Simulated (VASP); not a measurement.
# Ti on the Al site in a supercell of Al, part 3 of 3

How easily does Ti on the Al site form in Al? The host is relaxed first, then a supercell is run with and without the defect.

VASP 6.6.1, plane waves and PAW; the level of theory is named at each step.

So far. Step 4 (Reference Ti): The run ended after 6 ionic steps, 0.054 eV below its first step, once forces and stress met EDIFFG = -0.02. Step 4 (Reference Ti): Energy at zero smearing: -16.56344 eV.

## (5) Relaxing the defect

This step: PBEsol, spin-polarised, with small moments to start from; plane waves and PAW (Ti, Al) (VASP 6.6.1).

System of this step: TiAl31. The cell holds 32 atoms: 1 Ti and 31 Al. Its edges and angles: a = 8.027 Å, b = 8.027 Å, c = 8.027 Å, α = 90.0°, β = 90.0°, γ = 90.0°. It derives from Al. Nearest the centre at fractional (0.500, 0.000, 0.000): Ti1 at 0.00 Å, Al2 at 2.84 Å, Al3 at 2.84 Å, Al7 at 2.84 Å, Al13 at 2.84 Å, Al8 at 2.84 Å, Al9 at 2.84 Å, Al5 at 2.84 Å.

The host is treated as a metal, since its gap is under 0.3 eV or closed. The atoms relax at the host's fixed cell.

Contents of INCAR:

```
SYSTEM = TiAl31
PREC = Normal
ENCUT = 300
EDIFF = 1E-05
NELM = 120
ISMEAR = 1
SIGMA = 0.2
LREAL = Auto
ALGO = Fast
GGA = PS
ISPIN = 2
MAGMOM = 0.6 0.6 0.6 0 0.6 0 0 0 0 0 0 0 0 0 0 0 0 0 0 0 0 0 0 0 0 0 0 0 0 0 0 0
LMAXMIX = 4
LORBIT = 11
LWAVE = .FALSE.
LCHARG = .TRUE.
KPAR = 4
IBRION = 2
NSW = 50
ISIF = 2
EDIFFG = -0.03
POTIM = 0.4
MAXMIX = 40
ISYM = 2
```

Contents of POSCAR:

```
TiAl31
1.0
    8.0270485368      0.0000000000      0.0000000000
    0.0000000000      8.0270485368      0.0000000000
    0.0000000000      0.0000000000      8.0270485368
Ti Al
1 31
Direct
    0.5000000000      0.0000000000      0.0000000000
    0.7500000000      0.2500000000      0.0000000000
    0.7500000000      0.0000000000      0.2500000000
    0.0000000000      0.0000000000      0.0000000000
    0.2500000000      0.2500000000      0.0000000000
    0.5000000000      0.5000000000      0.0000000000
    0.7500000000      0.7500000000      0.0000000000
    0.2500000000      0.0000000000      0.2500000000
    0.5000000000      0.2500000000      0.2500000000
    0.7500000000      0.5000000000      0.2500000000
    0.5000000000      0.0000000000      0.5000000000
    0.7500000000      0.2500000000      0.5000000000
    0.7500000000      0.0000000000      0.7500000000
    0.0000000000      0.5000000000      0.0000000000
    0.2500000000      0.7500000000      0.0000000000
    0.0000000000      0.2500000000      0.2500000000
    0.2500000000      0.5000000000      0.2500000000
    0.5000000000      0.7500000000      0.2500000000
    0.0000000000      0.0000000000      0.5000000000
    0.2500000000      0.2500000000      0.5000000000
    0.5000000000      0.5000000000      0.5000000000
    0.7500000000      0.7500000000      0.5000000000
    0.2500000000      0.0000000000      0.7500000000
    0.5000000000      0.2500000000      0.7500000000
    0.7500000000      0.5000000000      0.7500000000
    0.0000000000      0.7500000000      0.2500000000
    0.0000000000      0.5000000000      0.5000000000
    0.2500000000      0.7500000000      0.5000000000
    0.0000000000      0.2500000000      0.7500000000
    0.2500000000      0.5000000000      0.7500000000
    0.5000000000      0.7500000000      0.7500000000
    0.0000000000      0.7500000000      0.7500000000
```

Contents of KPOINTS:

```
Automatic mesh
0
Monkhorst-Pack
4 4 4
0 0 0
```

The projector-augmented-wave data sets are Ti and Al (PBE family, release 64).

On the command line:

```
$ mpirun -np 4 vasp_std
```

Output:

```text
[banner, memory and clock lines left out]
running    4 mpi-ranks, on    1 nodes
 distrk:  each k-point on    1 cores,    4 groups
 distr:  one band on    1 cores,    1 groups

 POSCAR found type information on POSCAR TiAl
 POSCAR found :  2 types and      32 ions
 [... a notice as in an earlier step ...]

 LDA part: xc-table for (Slater+PW92), standard interpolation
 POSCAR, INCAR and KPOINTS ok, starting setup
 FFT: planning ... GRIDC
 FFT: planning ... GRID_SOFT
 FFT: planning ... GRID
 WAVECAR not read
 entering main loop
       N       E                     dE             d eps       ncg     rms          rms(c)
DAV:   1     0.991816869459E+02    0.99182E+02   -0.23393E+04  8448   0.752E+02
DAV:   2    -0.123727847789E+03   -0.22291E+03   -0.20889E+03  9860   0.128E+02
DAV:   3    -0.138544318323E+03   -0.14816E+02   -0.13895E+02 10520   0.297E+01
DAV:   4    -0.139042198314E+03   -0.49788E+00   -0.49057E+00 10432   0.647E+00
DAV:   5    -0.139055241124E+03   -0.13043E-01   -0.13019E-01 10472   0.110E+00    0.149E+01
RMM:   6    -0.141113002764E+03   -0.20578E+01   -0.57469E+01 10221   0.180E+01    0.130E+01
RMM:   7    -0.136599503830E+03    0.45135E+01   -0.17657E+01  8715   0.120E+01    0.779E+00
RMM:   8    -0.136070543328E+03    0.52896E+00   -0.22561E+00  8449   0.556E+00    0.112E+00
RMM:   9    -0.136100116765E+03   -0.29573E-01   -0.51456E-01  8667   0.150E+00    0.600E-01
RMM:  10    -0.136105603640E+03   -0.54869E-02   -0.85825E-02  9113   0.694E-01    0.488E-01
RMM:  11    -0.136106291850E+03   -0.68821E-03   -0.16041E-02  8928   0.371E-01    0.252E-01
RMM:  12    -0.136105993499E+03    0.29835E-03   -0.52324E-03  8829   0.228E-01    0.783E-02
RMM:  13    -0.136105992292E+03    0.12068E-05   -0.14019E-03  9233   0.104E-01    0.870E-02
RMM:  14    -0.136106033967E+03   -0.41675E-04   -0.34499E-04  8608   0.515E-02    0.495E-02
RMM:  15    -0.136106012109E+03    0.21858E-04   -0.74418E-05  7872   0.273E-02    0.290E-02
RMM:  16    -0.136106012432E+03   -0.32289E-06   -0.31393E-05  6290   0.142E-02
   1 F= -.13610601E+03 E0= -.13610797E+03  d E =-.136106E+03  mag=     0.0006
 curvature:   0.00 expect dE= 0.000E+00 dE for cont linesearch  0.000E+00
 trial: gam= 0.00000 g(F)=  0.112E-01 g(S)=  0.000E+00 ort = 0.000E+00 (trialstep = 0.100E+01)
 search vector abs. value=  0.112E-01
 bond charge predicted
       N       E                     dE             d eps       ncg     rms          rms(c)
DAV:   1    -0.136116103711E+03   -0.10092E-01   -0.69321E-02 10096   0.814E-01    0.251E-01
RMM:   2    -0.136115057412E+03    0.10463E-02   -0.68700E-03  8530   0.338E-01    0.175E-01
RMM:   3    -0.136115086486E+03   -0.29073E-04   -0.12179E-03  8453   0.144E-01    0.773E-02
RMM:   4    -0.136115136355E+03   -0.49870E-04   -0.85741E-04  9158   0.868E-02    0.901E-02
RMM:   5    -0.136115108234E+03    0.28121E-04   -0.13113E-04  8209   0.467E-02    0.333E-02
RMM:   6    -0.136115109930E+03   -0.16961E-05   -0.45569E-05  6366   0.200E-02
   2 F= -.13611511E+03 E0= -.13611752E+03  d E =-.909750E-02  mag=    -0.0010
 trial-energy change:   -0.009097  1 .order   -0.009128   -0.011223   -0.007033
 step:   2.6787(harm=  2.6787)  dis= 0.01099  next Energy=  -136.121044 (dE=-0.150E-01)
 bond charge predicted
       N       E                     dE             d eps       ncg     rms          rms(c)
DAV:   1    -0.136124078496E+03   -0.89703E-02   -0.19558E-01  9296   0.137E+00    0.428E-01
RMM:   2    -0.136120735818E+03    0.33427E-02   -0.15455E-02  8473   0.501E-01    0.915E-02
RMM:   3    -0.136121027745E+03   -0.29193E-03   -0.29325E-03  8689   0.160E-01    0.214E-02
RMM:   4    -0.136121104507E+03   -0.76762E-04   -0.84212E-04  9885   0.956E-02    0.508E-02
RMM:   5    -0.136121112620E+03   -0.81125E-05   -0.13878E-04  8145   0.343E-02    0.450E-02
RMM:   6    -0.136121113357E+03   -0.73745E-06   -0.11835E-05  5441   0.115E-02
   3 F= -.13612111E+03 E0= -.13612416E+03  d E =-.151009E-01  mag=    -0.0012
 curvature:  -1.34 expect dE=-0.173E-03 dE for cont linesearch -0.123E-05
 trial: gam= 0.00247 g(F)=  0.129E-03 g(S)=  0.000E+00 ort = 0.102E-03 (trialstep = 0.134E+01)
 search vector abs. value=  0.130E-03
 reached required accuracy - stopping structural energy minimisation
```

The job ended after 1.9 min (4 MPI ranks of Intel Xeon 6975P-C (Granite Rapids), shared host; peak memory 2.6 GiB; 7.5 min of CPU time).

OUTCAR, selected parts (step 5):

```text
   k-points           NKPTS =     32   k-points in BZ     NKDIM =     32   number of bands    NBANDS=     66

   NELECT =      97.0000    total number of electrons

 E-fermi :   7.9757

 spin component 1
 k-point     1 :       0.1250    0.1250    0.1250
  band No.  band energies     occupation
    ...
     44       7.3845      1.00012
     45       7.3845      1.00012
     46       7.7190      1.03497
     47       7.7190      1.03497
     48       7.7196      1.03501
     49       8.1820     -0.02807
     50       8.1820     -0.02807
     51       8.2474     -0.03318
     52       8.2474     -0.03318
     53       8.7066     -0.00000
    ...

 k-point     2 :      -0.1250    0.1250    0.1250
  band No.  band energies     occupation
    ...
     44       7.3845      1.00012
     45       7.3845      1.00012
     46       7.7190      1.03497
     47       7.7190      1.03497
     48       7.7196      1.03501
     49       8.1820     -0.02807
     50       8.1820     -0.02807
     51       8.2474     -0.03318
     52       8.2474     -0.03318
     53       8.7066     -0.00000
    ...

  Total       -1.1137332     -1.1137367     -1.1137316      0.0000016     -0.0000016     -0.0000258
  in kB       -3.4500395     -3.4500504     -3.4500347      0.0000051     -0.0000051     -0.0000799
  external PRESSURE =      -3.4500415 kB  Pullay stress =       0.0000000 kB

 POSITION                                       TOTAL-FORCE (eV/Angst)
 -----------------------------------------------------------------------------------
      4.01353      0.00000      0.00000        -0.000016     -0.000038     -0.000018
      6.00930      1.99577      0.00000        -0.004005     -0.004006      0.000001
      6.00930      0.00000      1.99577        -0.004011     -0.000001     -0.004010
      8.02705      0.00000      0.00000         0.000007     -0.000011     -0.000004
      2.01775      1.99577      0.00000         0.004005     -0.004021     -0.000014
      4.01352      4.01352      8.02705         0.000001      0.000017     -0.000000
      6.00930      6.03128      8.02705        -0.004021      0.004017      0.000004
      2.01775      0.00000      1.99577         0.004007     -0.000010     -0.004018
      4.01352      1.99577      1.99577         0.000012     -0.004001     -0.003994
      6.02324      4.01352      2.00971        -0.011118      0.000000     -0.011109
      4.01352      0.00000      4.01352        -0.000003     -0.000001      0.000008
      6.02324      2.00971      4.01352        -0.011110     -0.011110     -0.000001
      6.00930      8.02705      6.03128        -0.004011      0.000001      0.004012
      8.02705      4.01352      8.02705         0.000002      0.000005     -0.000001
      2.01775      6.03128      8.02705         0.004023      0.004027     -0.000006
      8.02705      2.00971      2.00971        -0.000005     -0.011115     -0.011104
      2.00381      4.01352      2.00971         0.011115      0.000010     -0.011110
      4.01353      6.03128      1.99577         0.000001      0.004011     -0.004026
      8.02705      8.02705      4.01352         0.000001      0.000010      0.000005
      2.00381      2.00971      4.01352         0.011111     -0.011115      0.000011
      4.01352      4.01352      4.01352         0.000004     -0.000002     -0.000001
      6.02324      6.01734      4.01352        -0.011123      0.011107     -0.000002
      2.01775      0.00000      6.03128         0.004019     -0.000007      0.004022
      4.01352      1.99577      6.03128        -0.000002     -0.004013      0.004003
[...]
-----------------------------------------------------------------------------------
    total drift:                                0.000003      0.000002     -0.000003

  FREE ENERGIE OF THE ION-ELECTRON SYSTEM (eV)
  ---------------------------------------------------
  free  energy   TOTEN  =      -136.1211133572 eV

  energy  without entropy=     -136.1302481760  energy(sigma->0) =     -136.12415830

 magnetization (x)
# of ion       s       p       d       tot
------------------------------------------
    1       -0.000  -0.000  -0.000  -0.000
    2       -0.000  -0.000   0.000  -0.000
    3       -0.000  -0.000   0.000  -0.000
    4       -0.000   0.000   0.000  -0.000
    5       -0.000  -0.000   0.000  -0.000
    6       -0.000   0.000   0.000  -0.000
    7        0.000  -0.000   0.000  -0.000
    8        0.000  -0.000   0.000  -0.000
    9       -0.000  -0.000   0.000  -0.000
   10       -0.000  -0.000   0.000  -0.000
   11       -0.000   0.000   0.000  -0.000
   12       -0.000  -0.000   0.000  -0.000
   13       -0.000  -0.000   0.000  -0.000
   14       -0.000   0.000   0.000   0.000
   15        0.000  -0.000   0.000  -0.000
   16       -0.000  -0.000   0.000  -0.000
   17       -0.000  -0.000   0.000  -0.000
   18        0.000  -0.000   0.000  -0.000
   19       -0.000   0.000   0.000   0.000
   20       -0.000   0.000   0.000  -0.000
   21        0.000   0.000   0.000   0.000
   22       -0.000  -0.000   0.000  -0.000
   23        0.000  -0.000   0.000  -0.000
[...]
--------------------------------------------------
tot         -0.000  -0.000  -0.000  -0.000

[... 6 parts as in an earlier step ...]

[... 16 further parts left out ...]
```

Relaxation path:

| step | energy less that of the first step (eV) | largest force (eV/Å) |
| --- | --- | --- |
| 1 | 0.0000 | 0.1504 |
| 2 | -0.0091 | 0.0957 |
| 3 | -0.0151 | 0.0157 |

The atoms that moved most (Å):

| atom | dx | dy | dz | length |
| --- | --- | --- | --- | --- |
| Al9 | 0.000 | -0.011 | -0.011 | 0.016 |
| Al2 | -0.011 | -0.011 | 0.000 | 0.016 |
| Al24 | 0.000 | -0.011 | 0.011 | 0.016 |
| Al13 | -0.011 | 0.000 | 0.011 | 0.016 |
| Al3 | -0.011 | 0.000 | -0.011 | 0.016 |
| Al8 | 0.011 | 0.000 | -0.011 | 0.016 |
| Al5 | 0.011 | -0.011 | 0.000 | 0.016 |
| Al18 | 0.000 | 0.011 | -0.011 | 0.016 |

The relaxed structure:

```
Ti Al
1.0
     8.02705    0.00000    0.00000
     0.00000    8.02705    0.00000
     0.00000    0.00000    8.02705
Ti Al
1 31
Direct
  0.50000 0.00000 0.00000
  0.74863 0.24863 0.00000
  0.74863 0.00000 0.24863
  0.00000 0.00000 0.00000
  0.25137 0.24863 0.00000
  0.50000 0.50000 0.00000
  0.74863 0.75137 0.00000
  0.25137 0.00000 0.24863
  0.50000 0.24863 0.24863
  0.75037 0.50000 0.25037
  0.50000 0.00000 0.50000
  0.75037 0.25037 0.50000
  0.74863 0.00000 0.75137
  0.00000 0.50000 0.00000
  0.25137 0.75137 0.00000
  0.00000 0.25037 0.25037
  0.24963 0.50000 0.25037
  0.50000 0.75137 0.24863
  0.00000 0.00000 0.50000
  0.24963 0.25037 0.50000
  0.50000 0.50000 0.50000
  0.75037 0.74963 0.50000
  0.25137 0.00000 0.75137
  0.50000 0.24863 0.75137
  0.75037 0.50000 0.74963
  0.00000 0.74963 0.25037
  0.00000 0.50000 0.50000
  0.24963 0.74963 0.50000
  0.00000 0.25037 0.74963
  0.24963 0.50000 0.74963
  0.50000 0.75137 0.75137
  0.00000 0.74963 0.74963
```

This step gave:

| Quantity | Value |
| --- | --- |
| electronic cycles | 28 |
| electrons | 97 |
| free energy (TOTEN) | -136.1211 eV |
| energy at zero smearing | -136.1242 eV |
| Fermi energy | 7.976 eV |
| moment of the cell, from the last line of the log | 0 μB |

The spin moment in the PAW sphere vanishes on all atoms.

Valence density in the ac plane at fractional y = 0.000, through the centre, with atoms of Ti and Al within 0.45 Å of it. It is the smooth field of the valence electrons, not physical close to the nuclei.

Values in units of 1e-1 e/Å³, 12 rows by 16 columns, each cell a mean:
```
1.1 1.8 1.8 1.5 1.6 1.6 2.3 5.9 7.0 3.4 1.7 1.6 1.5 1.7 1.9 1.4
1.9 2.0 2.0 1.9 2.0 2.2 2.0 1.8 1.8 1.9 2.1 2.1 1.9 2.0 2.0 1.9
1.3 1.6 1.9 1.0 0.6 1.8 2.0 1.5 1.4 1.8 2.1 1.0 0.6 1.7 1.8 1.4
1.4 1.7 2.0 1.4 1.1 1.8 1.9 1.5 1.5 1.7 2.0 1.3 1.1 1.9 1.9 1.5
1.8 2.0 2.0 1.9 1.8 1.9 2.0 1.9 1.8 2.0 2.0 1.9 1.8 2.0 2.0 1.9
0.6 1.7 1.8 1.4 1.3 1.7 2.0 1.0 0.6 1.7 1.9 1.4 1.3 1.6 1.9 1.0
1.0 1.8 1.8 1.5 1.4 1.7 2.0 1.3 1.0 1.9 1.9 1.5 1.4 1.7 2.0 1.3
1.8 1.9 2.1 1.9 1.8 2.0 2.0 1.8 1.8 1.9 2.0 1.9 1.9 2.1 2.0 1.8
1.3 1.6 1.9 1.1 0.6 1.7 1.9 1.5 1.4 1.7 1.9 1.0 0.7 1.7 1.8 1.4
1.4 1.7 2.0 1.3 1.1 2.0 2.0 1.5 1.4 1.8 2.2 1.4 1.1 1.8 1.9 1.5
1.9 2.0 2.0 1.9 2.0 2.1 2.0 2.4 2.5 2.1 2.0 2.0 1.9 1.9 2.0 2.0
0.6 1.6 1.8 1.4 1.4 1.5 2.5 7.5 9.1 4.0 1.7 1.5 1.4 1.6 1.8 1.0
```
Columns run along a (8.0 Å), rows up along c (8.0 Å). Atoms in or near the plane, at fractional coordinates: Ti at (0.50, 0.00), Al at (0.75, 0.25), Al at (0.00, 0.00), Al at (0.25, 0.25), Al at (0.50, 0.50), Al at (0.75, 0.75), Al at (0.00, 0.50), Al at (0.25, 0.75).

The run ended after 3 ionic steps, 0.015 eV below its first step, once the forces on the free atoms met EDIFFG = -0.03.

The 12 first neighbours (Al) lie 2.84 Å from the site in the perfect crystal and 2.82 Å on average from the atom on it after the relaxation (-0.5 %).

## (6) Putting the energies together

This step: point defect, PBEsol; plane waves and PAW (VASP 6.6.1).

This step runs nothing: it gathers the runs above.

Numbers from this step:

```yaml
formation_energy_of_the_neutral_defect: -0.9013 eV
```

Formation energy:

| formation energy (eV) | largest move (Å) |
| --- | --- |
| -0.9013 | 0.01555 |

The formation energy is the energy of the relaxed defect cell less that of the perfect cell, with each removed atom booked to its reference and each added atom taken from it.

References, in eV an atom: Ti -8.282 (crystal P6_3/mmc) and Al -4.095 (the host). They were run at the supercell's cutoff and functional, without U, and count both elements from their own phases.

## (7) Results

| Item | Value |
| --- | --- |
| formation energy at charge 0 | -0.901 eV |

What this shows: Ti on the Al site costs -0.90 eV, with every exchanged atom at the energy of its element. The 12 first neighbours (Al) lie 2.84 Å from the site in the perfect crystal and 2.82 Å on average from the atom on it after the relaxation (-0.5 %). The neutral formation energy is negative against the pure elements. These references then lie outside the range where the host is stable, or the host takes the defect up of itself. With metallic smearing the value can move by tenths of an eV with the k mesh. The supercell of 32 atoms is small, so interactions between images remain.

[Lines on the potential files, build, host, timing and source positions are cut from VASP's logs without a mark.]

[Logs are printed without paths, hosts, clocks, repeated set-up lines and the standing remarks that a program may print on its own settings, such as how far it seeks lower states.]

[Hosts, paths, dates, database ids (printed as entryN), source tags and the programs' standing remarks are cut or masked in the printed files.]

[In band tables of VASP the shares of atoms and orbitals are scaled to a sum of 1 inside the atoms' spheres.]

[Runs that stopped without an error message from VASP are left out.]
